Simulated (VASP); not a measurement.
# Driving VASP from ASE on Ti2CS, part 2 of 4

Do ASE scripts that read Ti2CS from different structure formats give one answer, and do several routes find one equilibrium volume? All runs use r2SCAN. Left out of this account: 1 further run (self-consistent run: a reference on another mesh). The start is a cell from a database of measured crystal structures.

VASP 6.6.1; r2SCAN, no spin polarisation; plane waves and PAW (Ti_sv, C, S).

Still holding for the runs below: This run has no spin polarisation, although Ti can carry a moment.

So far. Step 2 (Total energy, forces and stress (r2SCAN, through ASE)): The pressure is 0.12 GPa and the largest force 0.052 eV/Å, so the cell is not at a minimum at these settings.

## (3) A single point (r2SCAN, through ASE)

The single point through ASE, with the structure read from a CIF with its space group. The mesh changes to 10×10×3, so this is no clean test of the format.

Input file run.py:

```python
import numpy as np
from ase.calculators.vasp import Vasp
from ase.io import read
from ase.dft.bandgap import bandgap

atoms = read('Ti2CS.cif')

calc = Vasp(
    xc='r2scan',
    pp='PBE',
    prec='Accurate',
    encut=520,
    ediff=1e-06,
    nelm=100,
    ismear=-1,
    sigma=0.05,
    lreal=False,
    algo='Normal',
    lasph=True,
    nbands=42,
    lorbit=11,
    lwave=False,
    lcharg=False,
    kpar=8,
    isif=2,
    pp_version='64',
    setups={'Ti': '_sv', 'C': '', 'S': ''},
    kpts=(10, 10, 3),
    gamma=True,
    txt='vasp.out',
)
atoms.calc = calc

print("energy (eV):", round(atoms.get_potential_energy(), 6))
print("Fermi level (eV):", round(calc.get_fermi_level(), 4))
print("forces (eV/A):")
print(np.round(atoms.get_forces(), 4))
print("stress (GPa, Voigt, tension positive):", np.round(atoms.get_stress() * 160.21766, 3))
gap, p1, p2 = bandgap(calc, direct=False)
print("gap on the mesh (eV):", round(gap, 4))
```

Input file Ti2CS.cif:

```cif
data_Ti2CS
_cell_length_a 3.21000000
_cell_length_b 3.21000000
_cell_length_c 11.20000000
_cell_angle_alpha 90.00000000
_cell_angle_beta 90.00000000
_cell_angle_gamma 120.00000000
_space_group_name_H-M_alt 'P6_3/mmc'
_space_group_name_Hall '-P 6c 2c'
_space_group_IT_number 194
loop_
_space_group_symop_operation_xyz
'x,y,z'
'-x,-y,-z'
'x-y,x,z+1/2'
'-x+y,-x,-z+1/2'
'-y,x-y,z'
'y,-x+y,-z'
'-x,-y,z+1/2'
'x,y,-z+1/2'
'-x+y,-x,z'
'x-y,x,-z'
'y,-x+y,z+1/2'
'-y,x-y,-z+1/2'
'-y,-x,-z+1/2'
'y,x,z+1/2'
'-x,-x+y,-z'
'x,x-y,z'
'-x+y,y,-z+1/2'
'x-y,-y,z+1/2'
'y,x,-z'
'-y,-x,z'
'x,x-y,-z+1/2'
'-x,-x+y,z+1/2'
'x-y,-y,-z'
'-x+y,y,z'
loop_
_atom_site_label
_atom_site_type_symbol
_atom_site_symmetry_multiplicity
_atom_site_Wyckoff_symbol
_atom_site_fract_x
_atom_site_fract_y
_atom_site_fract_z
_atom_site_occupancy
Ti1 Ti 4 f 0.3333333333 0.6666666667 0.0990000000 1
C1 C 2 a 0.0000000000 0.0000000000 0.0000000000 1
S1 S 2 d 0.6666666667 0.3333333333 0.2500000000 1
```

PAW data sets: Ti_sv, C and S (PBE family, release 64).

Launch:

```
$ export ASE_VASP_COMMAND="mpirun -np 8 vasp_std"
$ python run.py
```

Log:

```text
energy (eV): -99.141836
Fermi level (eV): 10.1226
forces (eV/A):
[[-0.     -0.      0.0457]
 [-0.      0.     -0.0457]
 [ 0.      0.      0.0457]
 [ 0.     -0.     -0.0457]
 [ 0.      0.      0.    ]
 [ 0.      0.      0.    ]
 [-0.      0.      0.    ]
 [ 0.     -0.     -0.    ]]
stress (GPa, Voigt, tension positive): [ 0.233  0.233 -0.746 -0.    -0.    -0.   ]
gap on the mesh (eV): 0.0
```

Elapsed: 37 s, on 8 MPI ranks of Intel Xeon 6975P-C (Granite Rapids), shared host; peak memory 2.3 GiB; 4 min of CPU time.

ASE turned this into the INCAR:

```
ENCUT = 520.000000
SIGMA = 0.050000
EDIFF = 1.00e-06
ALGO = Normal
METAGGA = R2SCAN
PREC = Accurate
ISIF = 2
ISMEAR = -1
KPAR = 8
LORBIT = 11
NBANDS = 42
NELM = 100
LASPH = .TRUE.
LCHARG = .FALSE.
LWAVE = .FALSE.
LREAL = .FALSE.
```

The KPOINTS that ASE wrote:

```
KPOINTS created by Atomic Simulation Environment
0
Gamma
10 10 3
0 0 0
```

vasp.out:

```text
[banner, memory and clock lines left out]
running    8 mpi-ranks, on    1 nodes
 distrk:  each k-point on    1 cores,    8 groups
 distr:  one band on    1 cores,    1 groups

 POSCAR found type information on POSCAR TiC S
 POSCAR found :  3 types and       8 ions
 [... a notice as in an earlier step ...]

 [... a notice as in an earlier step ...]

 LDA part: xc-table for (None), standard interpolation
 POSCAR, INCAR and KPOINTS ok, starting setup
 FFT: planning ... GRIDC
 FFT: planning ... GRID_SOFT
 FFT: planning ... GRID
 WAVECAR not read
 entering main loop
       N       E                     dE             d eps       ncg     rms          rms(c)
DAV:   1     0.905236158672E+03    0.90524E+03   -0.34151E+04  2352   0.198E+03
DAV:   2     0.272144972621E+02   -0.87802E+03   -0.85833E+03  2352   0.603E+02
DAV:   3    -0.116029945840E+03   -0.14324E+03   -0.14026E+03  3758   0.203E+02
DAV:   4    -0.130172703043E+03   -0.14143E+02   -0.14083E+02  3488   0.616E+01
DAV:   5    -0.130981856024E+03   -0.80915E+00   -0.80860E+00  3736   0.137E+01    0.337E+01
DAV:   6    -0.982758018719E+02    0.32706E+02   -0.11288E+02  3080   0.794E+01    0.115E+01
DAV:   7    -0.990542248340E+02   -0.77842E+00   -0.73255E+00  3200   0.160E+01    0.600E+00
DAV:   8    -0.991574092310E+02   -0.10318E+00   -0.11763E+00  3490   0.509E+00    0.216E+00
DAV:   9    -0.991430496375E+02    0.14360E-01   -0.32859E-01  3568   0.276E+00    0.798E-01
DAV:  10    -0.991468643424E+02   -0.38147E-02   -0.34656E-02  3374   0.114E+00    0.349E-01
DAV:  11    -0.991487187614E+02   -0.18544E-02   -0.91924E-03  3328   0.472E-01    0.155E-01
DAV:  12    -0.991483971286E+02    0.32163E-03   -0.24614E-03  3366   0.235E-01    0.548E-02
DAV:  13    -0.991484400548E+02   -0.42926E-04   -0.23469E-04  3544   0.895E-02    0.240E-02
DAV:  14    -0.991484367771E+02    0.32778E-05   -0.21182E-05  2960   0.242E-02    0.473E-03
DAV:  15    -0.991484346621E+02    0.21150E-05   -0.16139E-06  2176   0.785E-03    0.191E-03
DAV:  16    -0.991484346026E+02    0.59494E-07   -0.39268E-07  1918   0.462E-03
   1 F= -.99148435E+02 E0= -.99141836E+02  d E =-.131970E-01
```

OUTCAR, selected parts (step 3):

```text
 Found     28 irreducible k-points:

   k-points           NKPTS =     28   k-points in BZ     NKDIM =     28   number of bands    NBANDS=     42

   NELECT =      68.0000    total number of electrons

 E-fermi :  10.1226

 k-point     1 :       0.0000    0.0000    0.0000
  band No.  band energies     occupation
    ...
     31       9.2262      2.00000
     32       9.2262      2.00000
     33       9.9489      1.93991
     34       9.9686      1.91213
     35       9.9686      1.91213
     36      10.1843      0.45087
     37      10.1843      0.45085
     38      10.9639      0.00000
     39      10.9640      0.00000
     40      11.2121      0.00000
    ...

 k-point     2 :       0.1000    0.0000    0.0000
  band No.  band energies     occupation
    ...
     30       7.8339      2.00000
     31       8.1208      2.00000
     32       8.6554      2.00000
     33       9.8066      1.99641
     34       9.9539      1.93375
     35      10.2983      0.05780
     36      10.4717      0.00185
     37      10.5185      0.00073
     38      10.9136      0.00000
     39      11.0880      0.00000
    ...

  Total       -0.1451232     -0.1451232      0.4653082     -0.0000000     -0.0000000      0.0000000
  in kB       -2.3264228     -2.3264228      7.4592061     -0.0000000     -0.0000000      0.0000000
  external PRESSURE =       0.9354535 kB  Pullay stress =       0.0000000 kB

  energy-cutoff  :      520.00
  volume of cell :       99.94
      direct lattice vectors                 reciprocal lattice vectors
     3.210000000  0.000000000  0.000000000     0.311526480  0.179859897  0.000000000
    -1.605000000  2.779941546  0.000000000     0.000000000  0.359719794  0.000000000
     0.000000000  0.000000000 11.200000000     0.000000000  0.000000000  0.089285714

 POSITION                                       TOTAL-FORCE (eV/Angst)
 -----------------------------------------------------------------------------------
     -0.00000      1.85329      1.10880        -0.000000     -0.000000      0.045690
      1.60500      0.92665     10.09120        -0.000000      0.000000     -0.045690
      1.60500      0.92665      6.70880         0.000000      0.000000      0.045690
      0.00000      1.85329      4.49120         0.000000     -0.000000     -0.045690
      0.00000      0.00000      0.00000         0.000000      0.000000      0.000000
      0.00000      0.00000      5.60000         0.000000      0.000000      0.000000
      1.60500      0.92665      2.80000        -0.000000      0.000000      0.000000
     -0.00000      1.85329      8.40000         0.000000     -0.000000     -0.000000
 -----------------------------------------------------------------------------------
    total drift:                                0.000000     -0.000000      0.000000

  FREE ENERGIE OF THE ION-ELECTRON SYSTEM (eV)
  ---------------------------------------------------
  free  energy   TOTEN  =       -99.1484346026 eV

  energy  without entropy=      -99.1352375912  energy(sigma->0) =      -99.14183610

 total charge
# of ion       s       p       d       tot
------------------------------------------
    1        2.179   6.193   1.935  10.306
    2        2.179   6.193   1.935  10.306
    3        2.179   6.193   1.935  10.306
    4        2.179   6.193   1.935  10.306
    5        0.896   1.520   0.000   2.416
    6        0.896   1.520   0.000   2.416
    7        1.312   2.520   0.000   3.833
    8        1.312   2.520   0.000   3.833
--------------------------------------------------
tot         13.132  32.850   7.739  53.721

[... 5 parts as in an earlier step ...]

[... 7 further parts left out ...]
```

This step gave:

```
irreducible k-points    : 28
free energy (TOTEN)     : -99.1484 eV
energy at zero smearing : -99.1418 eV
Fermi energy            : 10.12 eV
pressure                : 0.09355 GPa
```

The energy lies -1.63 meV an atom from the first script, on another mesh.

## (4) Relaxing cell and atoms (r2SCAN, through ASE)

Properties are meant for the cell that this level of theory prefers, so cell and atoms are relaxed first (ISIF = 3) until forces and stress are small; EDIFFG sets the threshold.

Input file run.py:

```python
import numpy as np
from ase.calculators.vasp import Vasp
from ase import Atoms

atoms = Atoms(['Ti', 'Ti', 'Ti', 'Ti', 'C', 'C', 'S', 'S'],
              cell=[[3.21, 0.0, 0.0], [-1.605, 2.77994155, 0.0], [0.0, 0.0, 11.2]],
              scaled_positions=[[0.33333333, 0.66666667, 0.099], [0.66666667, 0.33333333, 0.599], [0.33333333, 0.66666667, 0.401], [0.66666667, 0.33333333, 0.901], [0.0, 0.0, 0.0], [0.0, 0.0, 0.5], [0.66666667, 0.33333333, 0.25], [0.33333333, 0.66666667, 0.75]],
              pbc=True)

calc = Vasp(
    xc='r2scan',
    pp='PBE',
    prec='Accurate',
    encut=520,
    ediff=1e-06,
    nelm=100,
    ismear=-1,
    sigma=0.05,
    lreal=False,
    algo='Normal',
    lasph=True,
    nbands=42,
    lorbit=11,
    lwave=False,
    lcharg=False,
    kpar=8,
    ibrion=2,
    nsw=60,
    isif=3,
    ediffg=-0.01,
    pp_version='64',
    setups={'Ti': '_sv', 'C': '', 'S': ''},
    kpts=(11, 11, 3),
    gamma=True,
    txt='vasp.out',
)
atoms.calc = calc

print("energy (eV):", round(atoms.get_potential_energy(), 6))
print("Fermi level (eV):", round(calc.get_fermi_level(), 4))
print("forces (eV/A):")
print(np.round(atoms.get_forces(), 4))
print("stress (GPa, Voigt, tension positive):", np.round(atoms.get_stress() * 160.21766, 3))
print("cell (A, degrees):", np.round(atoms.cell.cellpar(), 4))
print("volume (A^3):", round(atoms.get_volume(), 4))
print("positions:")
print(np.round(atoms.get_scaled_positions(), 5))
```

Log:

```text
energy (eV): -99.129721
Fermi level (eV): 10.1386
forces (eV/A):
[[ 0.     -0.     -0.0033]
 [ 0.     -0.     -0.0033]
 [-0.      0.      0.0033]
 [-0.      0.      0.0033]
 [-0.      0.      0.    ]
 [-0.      0.      0.    ]
 [-0.      0.     -0.    ]
 [-0.     -0.      0.    ]]
stress (GPa, Voigt, tension positive): [-0.015 -0.015 -0.031  0.    -0.     0.   ]
cell (A, degrees): [  3.2063   3.2063  11.2257  90.      90.     120.    ]
volume (A^3): 99.9449
positions:
[[0.33333 0.66667 0.09917]
 [0.66667 0.33333 0.59917]
 [0.33333 0.66667 0.40083]
 [0.66667 0.33333 0.90083]
 [0.      0.      0.     ]
 [0.      0.      0.5    ]
 [0.66667 0.33333 0.25   ]
 [0.33333 0.66667 0.75   ]]
```

Elapsed: 1.9 min, on 8 MPI ranks; peak memory 2.6 GiB.

ASE turned this into the INCAR:

```
ENCUT = 520.000000
SIGMA = 0.050000
EDIFF = 1.00e-06
EDIFFG = -1.00e-02
ALGO = Normal
METAGGA = R2SCAN
PREC = Accurate
IBRION = 2
ISIF = 3
ISMEAR = -1
KPAR = 8
LORBIT = 11
NBANDS = 42
NELM = 100
NSW = 60
LASPH = .TRUE.
LCHARG = .FALSE.
LWAVE = .FALSE.
LREAL = .FALSE.
```

ASE turned this into the KPOINTS:

```
KPOINTS created by Atomic Simulation Environment
0
Gamma
11 11 3
0 0 0
```

VASP's own log, vasp.out:

```text
[... set-up lines as in an earlier step ...]
 entering main loop
       N       E                     dE             d eps       ncg     rms          rms(c)
[... 16 cycles as in an earlier step ...]
   1 F= -.99137948E+02 E0= -.99128817E+02  d E =-.991379E+02
 curvature:   0.00 expect dE= 0.000E+00 dE for cont linesearch  0.000E+00
 trial: gam= 0.00000 g(F)=  0.530E-03 g(S)=  0.153E-02 ort = 0.000E+00 (trialstep = 0.100E+01)
 search vector abs. value=  0.206E-02
 bond charge predicted
       N       E                     dE             d eps       ncg     rms          rms(c)
DAV:   1    -0.991362049330E+02    0.17429E-02   -0.25296E-01  3312   0.660E+00    0.384E-01
DAV:   2    -0.991391375637E+02   -0.29326E-02   -0.51030E-02  2786   0.150E+00    0.232E-01
DAV:   3    -0.991386626173E+02    0.47495E-03   -0.37493E-03  4034   0.458E-01    0.721E-02
DAV:   4    -0.991386608105E+02    0.18069E-05   -0.48560E-04  3868   0.139E-01    0.370E-02
DAV:   5    -0.991386703708E+02   -0.95604E-05   -0.75692E-05  4234   0.482E-02    0.229E-02
DAV:   6    -0.991386671831E+02    0.31878E-05   -0.24532E-05  3988   0.354E-02    0.501E-03
DAV:   7    -0.991386680702E+02   -0.88711E-06   -0.22861E-06  2464   0.136E-02
   2 F= -.99138668E+02 E0= -.99129563E+02  d E =-.720134E-03
[...]
3 F= -.99138734E+02 E0= -.99129623E+02  d E =-.786479E-03
[...]
4 F= -.99138771E+02 E0= -.99129678E+02  d E =-.368413E-04
 trial-energy change:   -0.000037  1 .order   -0.000033   -0.000299    0.000233
 step:   0.5467(harm=  0.5358)  dis= 0.00006  next Energy=   -99.138821 (dE=-0.863E-04)
 bond charge predicted
       N       E                     dE             d eps       ncg     rms          rms(c)
DAV:   1    -0.991391564908E+02   -0.38561E-03   -0.12358E-02  3398   0.113E+00    0.166E-01
DAV:   2    -0.991388883605E+02    0.26813E-03   -0.20737E-03  3432   0.383E-01    0.655E-02
DAV:   3    -0.991388321573E+02    0.56203E-04   -0.25115E-04  4090   0.852E-02    0.175E-02
DAV:   4    -0.991388291477E+02    0.30096E-05   -0.47325E-05  3984   0.264E-02    0.109E-02
DAV:   5    -0.991388269791E+02    0.21686E-05   -0.11963E-05  3806   0.171E-02    0.831E-03
DAV:   6    -0.991388239828E+02    0.29963E-05   -0.72434E-06  2944   0.152E-02    0.178E-03
DAV:   7    -0.991388223885E+02    0.15943E-05   -0.99864E-07  1536   0.698E-03    0.555E-04
DAV:   8    -0.991388222172E+02    0.17127E-06   -0.53326E-07  1482   0.537E-03
   5 F= -.99138822E+02 E0= -.99129721E+02  d E =-.878018E-04
 curvature:  -0.31 expect dE=-0.171E-05 dE for cont linesearch -0.179E-06
 trial: gam= 0.06735 g(F)=  0.215E-05 g(S)=  0.335E-05 ort =-0.145E-04 (trialstep = 0.873E+00)
 search vector abs. value=  0.519E-05
 reached required accuracy - stopping structural energy minimisation
```

Parts of OUTCAR (step 4):

```text
 Found     32 irreducible k-points:

   NELECT =      68.0000    total number of electrons

 E-fermi :  10.1386

 k-point     1 :       0.0000    0.0000    0.0000
  band No.  band energies     occupation
    ...
     31       9.2411      2.00000
     32       9.2411      2.00000
     33       9.9263      1.97176
     34       9.9873      1.90753
     35       9.9873      1.90752
     36      10.1962      0.48045
     37      10.1962      0.48042
     38      10.9665      0.00000
     39      10.9665      0.00000
     40      11.1919      0.00000
    ...

 k-point     2 :       0.0909    0.0000    0.0000
  band No.  band energies     occupation
    ...
     30       7.8549      2.00000
     31       8.2721      2.00000
     32       8.7366      2.00000
     33       9.8322      1.99565
     34      10.0012      1.87975
     35      10.2935      0.08642
     36      10.4343      0.00539
     37      10.4655      0.00289
     38      10.9185      0.00000
     39      11.0759      0.00000
    ...

  Total        0.0093663      0.0093663      0.0194804     -0.0000000      0.0000000      0.0000000
  in kB        0.1501470      0.1501470      0.3122824     -0.0000000      0.0000000      0.0000000
  external PRESSURE =       0.2041921 kB  Pullay stress =       0.0000000 kB

  energy-cutoff  :      520.00
  volume of cell :       99.94
      direct lattice vectors                 reciprocal lattice vectors
     3.206336477 -0.000000000 -0.000000000     0.311882426  0.180065403  0.000000000
    -1.603168238  2.776768846  0.000000000     0.000000000  0.360130805  0.000000000
    -0.000000000 -0.000000000 11.225663066    -0.000000000 -0.000000000  0.089081598

 POSITION                                       TOTAL-FORCE (eV/Angst)
 -----------------------------------------------------------------------------------
     -0.00000      1.85118      1.11323         0.000000     -0.000000     -0.003337
      1.60317      0.92559      6.72607         0.000000     -0.000000     -0.003337
     -0.00000      1.85118      4.49960        -0.000000      0.000000      0.003337
      1.60317      0.92559     10.11243        -0.000000      0.000000      0.003337
     -1.60317      2.77677      0.00000        -0.000000      0.000000      0.000000
     -1.60317      2.77677      5.61283        -0.000000      0.000000      0.000000
      1.60317      0.92559      2.80642        -0.000000      0.000000     -0.000000
     -0.00000      1.85118      8.41925        -0.000000     -0.000000      0.000000
 -----------------------------------------------------------------------------------
    total drift:                                0.000000      0.000000      0.000000

  FREE ENERGIE OF THE ION-ELECTRON SYSTEM (eV)
  ---------------------------------------------------
  free  energy   TOTEN  =       -99.1388222172 eV

  energy  without entropy=      -99.1206205414  energy(sigma->0) =      -99.12972138

 reached required accuracy - stopping structural energy minimisation

 total charge
# of ion       s       p       d       tot
------------------------------------------
    1        2.179   6.192   1.935  10.305
    2        2.179   6.192   1.935  10.305
    3        2.179   6.192   1.935  10.305
    4        2.179   6.192   1.935  10.305
    5        0.896   1.519   0.000   2.415
    6        0.896   1.519   0.000   2.415
    7        1.313   2.520   0.000   3.832
    8        1.313   2.520   0.000   3.832
--------------------------------------------------
tot         13.131  32.847   7.738  53.716

[... 8 parts as in an earlier step ...]

[... 5 further parts left out ...]
```

CONTCAR:

```
Ti C  S
   1.00000000000000
     3.2063364767995335   -0.0000000000000000   -0.0000000000000000
    -1.6031682383997667    2.7767688458278612    0.0000000000000000
    -0.0000000000000000   -0.0000000000000000   11.2256630660604770
  Ti              C               S
     4     2     2
Direct
     0.3333333300000021    0.6666666699999979    0.0991686799394681
     0.6666666699999979    0.3333333300000021    0.5991686799394681
     0.3333333300000021    0.6666666699999979    0.4008313200605318
     0.6666666699999979    0.3333333300000021    0.9008313200605319
     0.0000000000000000    1.0000000000000000    0.0000000000000000
     0.0000000000000000    1.0000000000000000    0.5000000000000000
     0.6666666699999979    0.3333333300000021    0.2500000000000000
     0.3333333300000021    0.6666666699999979    0.7500000000000000
```

The run keeps the 24 symmetry operations of its start, so it cannot find a distortion of lower symmetry.

Relaxation path:

| step | energy less that of the first step (eV) | largest force (eV/Å) | pressure (GPa) | volume (Å³) |
| --- | --- | --- | --- | --- |
| 1 | 0.0000 | 0.0524 | 0.12 | 99.94 |
| 2 | -0.0007 | 0.0286 | -0.27 | 100.08 |
| 3 | -0.0008 | 0.0107 | -0.19 | 100.05 |
| 4 | -0.0008 | 0.0013 | 0.16 | 99.87 |
| 5 | -0.0009 | 0.0033 | 0.02 | 99.94 |

| conventional cell, symmetrised | before | after | change |
| --- | --- | --- | --- |
| a (Å) | 3.210 | 3.206 | -0.1 % |
| b (Å) | 3.210 | 3.206 | -0.1 % |
| c (Å) | 11.200 | 11.226 | +0.2 % |
| volume (Å³/atom) | 12.49 | 12.49 | +0.0 % |

Final coordinates:

```xyz
8
Lattice="3.2063 0.0000 0.0000 -1.6032 2.7768 0.0000 0.0000 0.0000 11.2257" Properties=species:S:1:pos:R:3 pbc="T T T"
Ti    0.0000    1.8512    1.1132
Ti    1.6032    0.9256    6.7261
Ti    0.0000    1.8512    4.4996
Ti    1.6032    0.9256   10.1124
C     0.0000    0.0000    0.0000
C     0.0000    0.0000    5.6128
S     1.6032    0.9256    2.8064
S     0.0000    1.8512    8.4192
```

Numbers from this step:

| Property | Result |
| --- | --- |
| irreducible k-points | 32 |
| free energy (TOTEN) | -99.1388 eV |
| energy at zero smearing | -99.1297 eV |
| Fermi energy | 10.14 eV |
| pressure | 0.02042 GPa |
| SCF cycles over all ionic steps | 45 |

It ends with a largest force of 0.003 eV/Å and a pressure of 0.02 GPa.

(Part 2 of 4 ends here.)

[Lines on the potential files, build, host, timing and source positions are cut from VASP's logs without a mark.]

[Logs are printed without paths, hosts, clocks, repeated set-up lines and the standing remarks that a program may print on its own settings, such as how far it seeks lower states.]

[Hosts, paths, dates, database ids (printed as entryN), source tags and the programs' standing remarks are cut or masked in the printed files.]

[A measured line is paired with the nearest computed mode of its activity, which favours agreement.]
